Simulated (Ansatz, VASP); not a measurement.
# AgF: VASP beside Ansatz, part 2 of 2

Wanted: the spread between two codes on one cell, functional and k mesh. The cell is generated by rule, not measured, and may not be a known phase. The cell is taken from a series of runs on this material, whose earlier steps may have relaxed, scaled, displaced or heated it; both programs get it as it stands.

VASP 6.6.1 and Ansatz 0.2.0.

So far: The starting structure; Ansatz: zone-centre phonons, PBEsol.

### Step 3. VASP: zone-centre phonons, PBEsol

Level of this step: PBEsol; plane waves and PAW (Ag, F); invented cell (VASP).

The same cell, functional, mesh and smearing now go to VASP, with its own data sets.

Lines of VASP's logs that name or quote its potential files are left out, and so is its time.

INCAR

```
SYSTEM = AgF
PREC = Accurate
ENCUT = 600
EDIFF = 1E-08
NELM = 120
ISMEAR = 1
SIGMA = 0.15
LREAL = .FALSE.
ALGO = Normal
GGA = PS
NBANDS = 24
LASPH = .TRUE.
LORBIT = 11
LWAVE = .FALSE.
LCHARG = .FALSE.
ISIF = 2
IBRION = 8
GGA_COMPAT = .FALSE.
KPAR = 2
```

POSCAR

```
AgF
1.0
    3.1588900697      0.0000026804      0.0000000000
   -1.5794473562      2.7356777079      0.0000000000
    0.0000000000      0.0000000000      6.5827393031
Ag F
2 2
Direct
    0.0000000000      0.0000000000      0.0000000000
    0.0000000000      0.0000000000      0.5000000000
    0.3333333333      0.6666666667      0.2500000000
    0.6666666667      0.3333333333      0.7500000000
```

KPOINTS

```
Automatic mesh
0
Gamma
15 15 6
0 0 0
```

Potentials, in the order of the species: Ag and F (PBE family, release 64).

Run with:

```console
$ mpirun -np 2 vasp_std
```

Numbers of over 12 decimals in the logs are rounded to 6 here.

The log of the run:

```text
[banner, memory and clock lines left out]
running    2 mpi-ranks, on    1 nodes
 distrk:  each k-point on    1 cores,    2 groups
 distr:  one band on    1 cores,    1 groups

 POSCAR found type information on POSCAR AgF
 POSCAR found :  2 types and       4 ions
|                                                                             |
|               ----> ADVICE to this user running VASP <----                  |
|                                                                             |
|     You enforced a specific xc type in the INCAR file but a different       |
|     [... a line on the potential file left out ...]
|     I HOPE YOU KNOW WHAT YOU ARE DOING!                                     |
|                                                                             |

 LDA part: xc-table for (Slater+PW92), standard interpolation
 POSCAR, INCAR and KPOINTS ok, starting setup
 FFT: planning ... GRIDC
 FFT: planning ... GRID_SOFT
 FFT: planning ... GRID
 WAVECAR not read
 entering main loop
       N       E                     dE             d eps       ncg     rms          rms(c)
DAV:   1     0.283125382005E+03    0.28313E+03   -0.21341E+04  5200   0.165E+03
DAV:   2    -0.269920210394E+01   -0.28582E+03   -0.27208E+03  5848   0.374E+02
DAV:   3    -0.153503896896E+02   -0.12651E+02   -0.12580E+02  5936   0.839E+01
DAV:   4    -0.154227937863E+02   -0.72404E-01   -0.72394E-01  5944   0.658E+00
DAV:   5    -0.154232243723E+02   -0.43059E-03   -0.43058E-03  6024   0.515E-01    0.822E+00
DAV:   6    -0.140271698395E+02    0.13961E+01   -0.52455E+00  6352   0.244E+01    0.655E+00
DAV:   7    -0.139573817061E+02    0.69788E-01   -0.52436E-01  5200   0.816E+00    0.421E+00
DAV:   8    -0.139396511658E+02    0.17731E-01   -0.27380E-01  5952   0.447E+00    0.127E+00
DAV:   9    -0.139255761931E+02    0.14075E-01   -0.33522E-02  5904   0.202E+00    0.252E-01
DAV:  10    -0.139256238612E+02   -0.47668E-04   -0.46581E-03  5504   0.538E-01    0.706E-02
DAV:  11    -0.139256593324E+02   -0.35471E-04   -0.44823E-05  6080   0.561E-02    0.305E-02
DAV:  12    -0.139256533960E+02    0.59363E-05   -0.16783E-05  5616   0.424E-02    0.777E-03
DAV:  13    -0.139256535985E+02   -0.20246E-06   -0.17170E-06  5984   0.111E-02    0.111E-03
DAV:  14    -0.139256536778E+02   -0.79288E-07   -0.28177E-08  5120   0.195E-03    0.416E-04
DAV:  15    -0.139256536887E+02   -0.10939E-07   -0.41715E-09  3360   0.596E-04    0.258E-04
DAV:  16    -0.139256536866E+02    0.20787E-08   -0.82492E-10  2776   0.220E-04
   1 F= -.13925654E+02 E0= -.13926741E+02  d E =0.326189E-02
 Linear response reoptimize wavefunctions to high precision
DAV:   1    -0.139256536860E+02    0.59617E-09   -0.70823E-11  3032   0.765E-05
DAV:   2    -0.139256536860E+02    0.10004E-10   -0.59224E-12  2736   0.182E-05
 Linear response DOF=           4
 Linear response progress:
  Degree of freedom:   1/  4
       N       E                     dE             d eps       ncg     rms          rms(c)
RMM:   1    -0.299370655193E+00   -0.29937E+00   -0.20696E-01 27068   0.307E+00
RMM:   2    -0.296226338564E+00    0.31443E-02   -0.31663E-03 26805   0.350E-01    0.401E-02
RMM:   3    -0.295906957508E+00    0.31938E-03   -0.72643E-05 28477   0.518E-02    0.217E-02
RMM:   4    -0.295598534521E+00    0.30842E-03   -0.95131E-06 29167   0.215E-02    0.314E-03
RMM:   5    -0.295560926995E+00    0.37608E-04   -0.22889E-07 29389   0.341E-03    0.111E-03
RMM:   6    -0.295564312173E+00   -0.33852E-05   -0.34294E-08 29441   0.139E-03    0.142E-04
RMM:   7    -0.295563491682E+00    0.82049E-06   -0.10842E-08 29858   0.214E-04    0.401E-05
RMM:   8    -0.295563808501E+00   -0.31682E-06   -0.12576E-08 29983   0.495E-05    0.114E-05
RMM:   9    -0.295563699893E+00    0.10861E-06   -0.58772E-10 29477   0.199E-05    0.361E-06
RMM:  10    -0.295563648822E+00    0.51071E-07   -0.78752E-11 28459   0.136E-05    0.820E-07
RMM:  11    -0.295563655808E+00   -0.69859E-08   -0.47065E-10 16154   0.893E-06    0.249E-07
 first order change of Fermi-energy  -0.35630E-04
 force on displaced ion       1 direction 1 :  -1.016  -0.000   0.000
 Linear response progress:
  Degree of freedom:   2/  4
       N       E                     dE             d eps       ncg     rms          rms(c)
RMM:   1    -0.328547353578E+00   -0.32855E+00   -0.23067E-01 12814   0.318E+00
RMM:   2    -0.321833507109E+00    0.67138E-02   -0.46081E-03 10626   0.428E-01    0.658E-02
RMM:   3    -0.321314540157E+00    0.51897E-03   -0.21814E-04 11355   0.104E-01    0.494E-02
RMM:   4    -0.321131734667E+00    0.18281E-03   -0.14504E-04 11704   0.577E-02    0.210E-02
RMM:   5    -0.320937969911E+00    0.19376E-03   -0.58984E-05 11622   0.357E-02    0.530E-03
RMM:   6    -0.320972971244E+00   -0.35001E-04   -0.43336E-06 11524   0.574E-03    0.120E-03
RMM:   7    -0.320982479852E+00   -0.95086E-05   -0.13445E-06 11735   0.140E-03    0.548E-04
RMM:   8    -0.320986969428E+00   -0.44896E-05   -0.40189E-07 11390   0.100E-03    0.913E-05
RMM:   9    -0.320986967539E+00    0.18889E-08    0.24583E-09 11810   0.156E-04    0.496E-05
 first order change of Fermi-energy  -0.56762E-04
 force on displaced ion       1 direction 3 :  -0.000   0.000  -6.348
 Linear response progress:
  Degree of freedom:   3/  4
       N       E                     dE             d eps       ncg     rms          rms(c)
RMM:   1    -0.527185233942E+00   -0.52719E+00    0.75932E-01 41856   0.436E+00
RMM:   2    -0.525336112265E+00    0.18491E-02   -0.43193E-03 33226   0.487E-01    0.907E-02
RMM:   3    -0.526106791347E+00   -0.77068E-03   -0.11789E-04 32277   0.680E-02    0.535E-02
RMM:   4    -0.527142855830E+00   -0.10361E-02   -0.44940E-05 30562   0.469E-02    0.551E-03
RMM:   5    -0.527154645953E+00   -0.11790E-04   -0.11965E-06 35009   0.782E-03    0.207E-03
RMM:   6    -0.527112757784E+00    0.41888E-04   -0.14062E-07 32320   0.226E-03    0.529E-04
RMM:   7    -0.527115274956E+00   -0.25172E-05   -0.14258E-08 36161   0.685E-04    0.167E-04
RMM:   8    -0.527115748170E+00   -0.47321E-06    0.51910E-09 33730   0.182E-04    0.320E-05
RMM:   9    -0.527115363950E+00    0.38422E-06   -0.76985E-09 36312   0.462E-05    0.149E-05
RMM:  10    -0.527115199896E+00    0.16405E-06   -0.24382E-08 33289   0.229E-05    0.537E-06
RMM:  11    -0.527115181674E+00    0.18222E-07   -0.75621E-09 35303   0.131E-05    0.201E-06
RMM:  12    -0.527115189904E+00   -0.82305E-08   -0.68951E-09 28975   0.101E-05    0.453E-07
 first order change of Fermi-energy   0.28279E-05
 force on displaced ion       3 direction 1 :  -0.653  -0.000   0.000
 Linear response progress:
  Degree of freedom:   4/  4
       N       E                     dE             d eps       ncg     rms          rms(c)
RMM:   1    -0.555283167195E+00   -0.55528E+00    0.84191E-01 13458   0.440E+00
RMM:   2    -0.553114698405E+00    0.21685E-02   -0.45923E-03 10588   0.513E-01    0.184E-01
RMM:   3    -0.553772064386E+00   -0.65737E-03   -0.32611E-04 10454   0.130E-01    0.826E-02
RMM:   4    -0.554355697705E+00   -0.58363E-03   -0.75551E-05  9929   0.533E-02    0.288E-02
RMM:   5    -0.554548891643E+00   -0.19319E-03   -0.85912E-06 10779   0.202E-02    0.639E-03
RMM:   6    -0.554484780617E+00    0.64111E-04   -0.18051E-06 11060   0.675E-03    0.650E-04
RMM:   7    -0.554492612302E+00   -0.78317E-05    0.18072E-08 11598   0.112E-03    0.301E-04
RMM:   8    -0.554492420728E+00    0.19157E-06   -0.37968E-08 11552   0.298E-04    0.327E-05
RMM:   9    -0.554492122173E+00    0.29856E-06   -0.36177E-09 11693   0.616E-05    0.183E-05
RMM:  10    -0.554492058673E+00    0.63500E-07   -0.13440E-08 11750   0.230E-05    0.992E-06
RMM:  11    -0.554492007824E+00    0.50849E-07   -0.16592E-08 11729   0.168E-05    0.140E-06
RMM:  12    -0.554492013265E+00   -0.54407E-08   -0.16765E-08  8835   0.769E-06    0.572E-07
 first order change of Fermi-energy   0.20024E-03
 force on displaced ion       3 direction 3 :   0.000   0.000  -4.611
 Linear response finished
```

Parts of OUTCAR (step 3):

```text
ion  position               nearest neighbor table
   1  0.000  0.000  0.000-   3 2.46   4 2.46   4 2.46   3 2.46   4 2.46   3 2.46   2 3.29   2 3.29

  LATTYP: Found a hexagonal cell.
 ALAT       =     3.1588900697
 C/A-ratio  =     2.0838772980

 Subroutine GETGRP returns: Found 24 space group operations
 (whereof 12 operations were pure point group operations)

The static configuration has the point symmetry D_3d.
 The point group associated with its full space group is D_6h.

 Found    108 irreducible k-points:

   k-points           NKPTS =    108   k-points in BZ     NKDIM =    108   number of bands    NBANDS=     24

   dimension x,y,z NGX =    28 NGY =   28 NGZ =   54
   dimension x,y,z NGXF=    56 NGYF=   56 NGZF=  108

   ENCUT  =  600.0 eV  44.10 Ry    6.64 a.u.   6.31  6.31 13.15*2*pi/ulx,y,z

   NELECT =      36.0000    total number of electrons

 k-points in reciprocal lattice and weights: Automatic mesh
   0.00000000  0.00000000  0.00000000       0.001
   0.06666667  0.00000000  0.00000000       0.004
   0.13333333  0.00000000  0.00000000       0.004
   0.20000000  0.00000000  0.00000000       0.004
   0.26666667  0.00000000  0.00000000       0.004
   0.33333333 -0.00000000  0.00000000       0.004
   0.40000000 -0.00000000  0.00000000       0.004
   0.46666667 -0.00000000  0.00000000       0.004
   0.06666667  0.06666667  0.00000000       0.004
[...]
0.33333333  0.26666667  0.50000000       0.009
   0.33333333  0.33333333  0.50000000       0.001

 average (electrostatic) potential at core
       1 -72.8373       2 -72.8373       3 -74.9439       4 -74.9439

  Total       -0.5407684     -0.5407684     -0.1596193      0.0000000      0.0000000      0.0000000
  in kB      -15.2305504    -15.2305504     -4.4956219      0.0000000      0.0000000      0.0000000
  external PRESSURE =     -11.6522409 kB  Pullay stress =       0.0000000 kB

  energy-cutoff  :      600.00
  volume of cell :       56.89
      direct lattice vectors                 reciprocal lattice vectors
     3.158890070  0.000002680  0.000000000     0.316566733  0.182770247  0.000000000
    -1.579447356  2.735677708  0.000000000    -0.000000310  0.365539956  0.000000000
     0.000000000  0.000000000  6.582739303     0.000000000  0.000000000  0.151912442

 POSITION                                       TOTAL-FORCE (eV/Angst)
 -----------------------------------------------------------------------------------
      0.00000      0.00000      0.00000        -0.000000     -0.000000      0.000000
      0.00000      0.00000      3.29137        -0.000000     -0.000000      0.000000
     -0.00000      1.82379      1.64568        -0.000000     -0.000000     -0.000000
      1.57944      0.91189      4.93705         0.000000      0.000000      0.000000
 -----------------------------------------------------------------------------------
    total drift:                                0.000000     -0.000000      0.000000

 Eigenvectors and eigenvalues of the dynamical matrix
 ----------------------------------------------------

   1 f  =    8.657702 THz    54.397945 2PiTHz  288.789847 cm-1    35.805362 meV
             X         Y         Z           dx          dy          dz
      0.000000  0.000000  0.000000     0.000000   -0.000000   -0.000000
      0.000000  0.000000  3.291370     0.000000   -0.000000   -0.000000
     -0.000002  1.823786  1.645685    -0.000000    0.000000   -0.707107
      1.579444  0.911894  4.937054    -0.000000    0.000000    0.707107

   2 f  =    7.172112 THz    45.063710 2PiTHz  239.235910 cm-1    29.661459 meV
             X         Y         Z           dx          dy          dz
      0.000000  0.000000  0.000000     0.000000   -0.000000    0.274412
      0.000000  0.000000  3.291370     0.000000   -0.000000    0.274412
     -0.000002  1.823786  1.645685    -0.000000    0.000000   -0.651689
      1.579444  0.911894  4.937054    -0.000000    0.000000   -0.651689

   3 f  =    4.584551 THz    28.805583 2PiTHz  152.924160 cm-1    18.960171 meV
             X         Y         Z           dx          dy          dz
      0.000000  0.000000  0.000000     0.000000    0.000000   -0.707107
      0.000000  0.000000  3.291370     0.000000    0.000000    0.707107
     -0.000002  1.823786  1.645685    -0.000000   -0.000000    0.000000
      1.579444  0.911894  4.937054    -0.000000   -0.000000    0.000000

   4 f  =    4.195707 THz    26.362403 2PiTHz  139.953712 cm-1    17.352041 meV
             X         Y         Z           dx          dy          dz
      0.000000  0.000000  0.000000     0.225459   -0.151643    0.000000
      0.000000  0.000000  3.291370     0.225459   -0.151643   -0.000000
     -0.000002  1.823786  1.645685    -0.541690    0.364341    0.000000
      1.579444  0.911894  4.937054    -0.541690    0.364341    0.000000

   5 f  =    4.195707 THz    26.362403 2PiTHz  139.953712 cm-1    17.352041 meV
             X         Y         Z           dx          dy          dz
      0.000000  0.000000  0.000000     0.151643    0.225459    0.000000
      0.000000  0.000000  3.291370     0.151643    0.225459   -0.000000
     -0.000002  1.823786  1.645685    -0.364341   -0.541690    0.000000
      1.579444  0.911894  4.937054    -0.364341   -0.541690    0.000000

   6 f  =    1.416148 THz     8.897922 2PiTHz   47.237621 cm-1     5.856716 meV
             X         Y         Z           dx          dy          dz
      0.000000  0.000000  0.000000     0.586730   -0.394649    0.000000
      0.000000  0.000000  3.291370    -0.586730    0.394649   -0.000000
     -0.000002  1.823786  1.645685     0.000000    0.000000    0.000000
      1.579444  0.911894  4.937054    -0.000000   -0.000000    0.000000

   7 f  =    1.416148 THz     8.897922 2PiTHz   47.237621 cm-1     5.856716 meV
             X         Y         Z           dx          dy          dz
      0.000000  0.000000  0.000000    -0.394649   -0.586730   -0.000000
      0.000000  0.000000  3.291370     0.394649    0.586730    0.000000
     -0.000002  1.823786  1.645685    -0.000000   -0.000000    0.000000
      1.579444  0.911894  4.937054     0.000000    0.000000    0.000000

   8 f  =    1.344645 THz     8.448652 2PiTHz   44.852520 cm-1     5.561001 meV
             X         Y         Z           dx          dy          dz
      0.000000  0.000000  0.000000     0.000000   -0.000000    0.000000
      0.000000  0.000000  3.291370     0.000000    0.000000    0.000000
     -0.000002  1.823786  1.645685     0.586722   -0.394661    0.000000
      1.579444  0.911894  4.937054    -0.586722    0.394661    0.000000

   9 f  =    1.344645 THz     8.448652 2PiTHz   44.852520 cm-1     5.561001 meV
             X         Y         Z           dx          dy          dz
      0.000000  0.000000  0.000000     0.000000    0.000000   -0.000000
      0.000000  0.000000  3.291370    -0.000000   -0.000000   -0.000000
     -0.000002  1.823786  1.645685    -0.394661   -0.586722   -0.000000
      1.579444  0.911894  4.937054     0.394661    0.586722   -0.000000

  10 f/i=    0.008582 THz     0.053924 2PiTHz    0.286274 cm-1     0.035493 meV
             X         Y         Z           dx          dy          dz
      0.000000  0.000000  0.000000     0.000000    0.000000   -0.651689
      0.000000  0.000000  3.291370     0.000000    0.000000   -0.651689
     -0.000002  1.823786  1.645685     0.000000    0.000000   -0.274412
      1.579444  0.911894  4.937054     0.000000    0.000000   -0.274412

  11 f/i=    0.012347 THz     0.077576 2PiTHz    0.411839 cm-1     0.051062 meV
             X         Y         Z           dx          dy          dz
      0.000000  0.000000  0.000000     0.507599    0.410507    0.000000
      0.000000  0.000000  3.291370     0.507599    0.410507    0.000000
     -0.000002  1.823786  1.645685     0.211269    0.170858    0.000000
      1.579444  0.911894  4.937054     0.211269    0.170858    0.000000

  12 f/i=    0.012347 THz     0.077576 2PiTHz    0.411839 cm-1     0.051062 meV
             X         Y         Z           dx          dy          dz
      0.000000  0.000000  0.000000    -0.410507    0.507599   -0.000000
      0.000000  0.000000  3.291370    -0.410507    0.507599   -0.000000
     -0.000002  1.823786  1.645685    -0.170858    0.211269   -0.000000
      1.579444  0.911894  4.937054    -0.170858    0.211269   -0.000000

 ELASTIC MODULI CONTR FROM IONIC RELAXATION (kBar)
 Direction    XX          YY          ZZ          XY          YZ          ZX
 --------------------------------------------------------------------------------
 XX         -38.9004     38.9004      0.0000      0.0000     -0.0000      0.0000
 YY          38.9004    -38.9004     -0.0000      0.0000      0.0000     -0.0000
 ZZ           0.0000     -0.0000     -0.0000      0.0000     -0.0000      0.0000
 XY           0.0000      0.0000      0.0000    -38.9004     -0.0000      0.0000
 YZ          -0.0000      0.0000     -0.0000     -0.0000     -0.0000      0.0000
 ZX           0.0000     -0.0000      0.0000      0.0000      0.0000     -0.0000
 --------------------------------------------------------------------------------
```

### Step 4. Differences

Known differences besides the potentials themselves: the data sets hold 52 valence electrons in Ansatz (on its default PAW (the set named soft_2) files) and 36 in VASP; the cutoff is 420 eV in Ansatz and 600 eV in VASP; Ansatz makes its cores anew for this functional, VASP keeps those of its PBE data sets. Total energies have different zeros and are not compared.

Both answers:

| quantity | Ansatz | VASP | difference |
| --- | --- | --- | --- |
| optical mode 1 to 2 (cm⁻¹) | 37.5 | 44.9 | -7.3 |
| optical mode 3 to 4 (cm⁻¹) | 47.1 | 47.2 | -0.1 |
| optical mode 5 to 6 (cm⁻¹) | 138.4 | 140.0 | -1.11 % |
| optical mode 7 (cm⁻¹) | 152.9 | 152.9 | -0.02 % |
| optical mode 8 (cm⁻¹) | 238.0 | 239.2 | -0.52 % |
| optical mode 9 (cm⁻¹) | 290.7 | 288.8 | +0.67 % |

Modes are paired by rising frequency, not by their patterns, so a pair may set unlike modes beside each other; they are those without the splitting of longitudinal modes.

### Step 5. What came out

| Property | Result |
| --- | --- |
| r.m.s. difference of the optical zone-centre modes, each program's sorted by frequency (zone-centre phonons, PBEsol) | 3.6 cm⁻¹ |
| difference in optical mode 5 to 6 (zone-centre phonons, PBEsol) | -1.1 % |

**Reading.** The r.m.s. difference of the optical zone-centre modes, each program's sorted by frequency is 3.6 cm⁻¹ (zone-centre phonons, PBEsol). The data sets hold unlike numbers of valence electrons (52 in Ansatz and 36 in VASP), so part of the differences comes from the potentials. Among the rows given in per cent, the largest difference of the zone-centre phonons, PBEsol pair is in optical mode 5 to 6, -1.1 %. Such differences can come from data sets, numerical settings and the points named under the comparisons, not from the functional's error against experiment.

[Lines on the potential files, build, host, timing and source positions are cut from VASP's logs without a mark.]

[Logs are printed without paths, hosts, clocks, repeated set-up lines and the standing remarks that a program may print on its own settings, such as how far it seeks lower states.]

[Hosts, paths, dates, database ids (printed as entryN), source tags and the programs' standing remarks are cut or masked in the printed files.]
